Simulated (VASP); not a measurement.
Input:

```
CELL_PARAMETERS angstrom
      0.00000     2.65582     2.65582
      2.65582     0.00000     2.65582
      2.65582     2.65582     0.00000
ATOMIC_POSITIONS crystal
  Co 0.00000 0.00000 0.00000
  Si 0.25000 0.25000 0.25000
  Si 0.75000 0.75000 0.75000
```

Calculation: PBEsol GGA, VASP's PBE PAW potentials (set 64) (plane waves; VASP). Run with 480 eV cut-off, 10×10×10 Γ-centred mesh, first-order Methfessel-Paxton smearing of 0.10 eV, potentials Co Si.

Each row applies one change to this cell, which was relaxed at other settings and keeps the small stress of the first row; at a fixed cut-off the stress holds a Pulay part, so it need not integrate to ΔE exactly. Stress is in GPa, positive when the cell is compressed.

```csv
change,ΔE (meV/atom),σxx,σyy,σzz,"largest shear component, with its sign (GPa)",largest force (eV/Å)
none,0.0,0.10,0.10,0.10,0.00,0.000
atom 1 (Co) moved by 0.100 Å along z,21.3,1.14,1.14,0.69,0.00,1.279
isotropic strain of -0.5 %,1.9,3.14,3.14,3.14,0.00,0.000
atom 1 (Co) moved by 0.100 Å along y,21.3,1.14,0.69,1.14,0.00,1.279
isotropic strain of +1.0 %,6.2,-5.37,-5.37,-5.37,0.00,0.000
isotropic strain of +1.5 %,14.0,-7.81,-7.81,-7.81,0.00,0.000
atom 3 (Si) moved by -0.200 Å along y,63.2,2.23,3.91,2.23,-8.15,1.912
```

Failed runs are left out, and for metals the shear rows, which the mesh's noise covers.

The compound is CoSi2 in the fluorite structure. The run is not spin-polarised, so no magnetic state was tried. The electron count is odd and the run is not spin-polarised, which forces a metal.
